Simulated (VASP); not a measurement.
Given:

```
CELL_PARAMETERS angstrom
      0.00000     2.51711     2.51711
      2.51711     0.00000     2.51711
      2.51711     2.51711     0.00000
ATOMIC_POSITIONS crystal
  Hf 0.00000 0.00000 0.00000
  O  0.75000 0.75000 0.75000
  O  0.25000 0.25000 0.25000
```

Method: r2SCAN meta-GGA with spin-orbit coupling, VASP's PBE PAW potentials (set 64) (plane waves; VASP 6.6.1). Settings: 520 eV cut-off, 7×7×7 Γ-centred mesh, Gaussian smearing of 0.050 eV, potentials Hf_pv O.

Problem. Predict the energy per atom (σ→0), band gap (over mesh and band path) with the smallest direct gap where there is one.

Solution. 
The band gap (over mesh and band path) is 4.34 eV and the smallest direct gap (over mesh and band path) is 4.34 eV. The energy per atom (σ→0) comes out as -23.050 eV/atom.

Only differences to runs with the same potentials and settings are physical.

The structure comes from a computed database's HfO2 entry (Fm-3m); how it stands against other phases isn't given here. It was relaxed first.
